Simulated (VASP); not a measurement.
Data:

```
MoSe2
1.0
    1.66587    -2.88537     0.00000
    1.66587     2.88537     0.00000
    0.00000     0.00000    14.18017
Mo Se
2 4
Cartesian
  1.66587   0.96179   3.54504
  1.66587  -0.96179  10.63512
  1.66587   0.96179  12.30482
  1.66587  -0.96179   5.21474
  1.66587  -0.96179   1.87535
  1.66587   0.96179   8.96543
```

Calculation: PW91 GGA, VASP's PBE PAW potentials (set 64) (plane waves; VASP 6.6.1). Settings: 520 eV cut-off, 7×7×2 Γ-centred mesh, Gaussian smearing of 0.050 eV, potentials Mo_sv Se.

Without a dispersion term in the relaxation, distances and binding between the weakly bound layers, chains or molecules are unreliable, and so is what depends on them.

**Question.** What does the run give for the energy per atom (σ→0)?

**Answer.** 
* **energy per atom (σ→0)**: -6.665 eV/atom

Total energies compare only between runs with the same potentials, cut-off and functional.

The compound is MoSe2 in the 2H layered structure. It was relaxed first, which changed the volume by +12 %. The start is the result of an earlier pass.
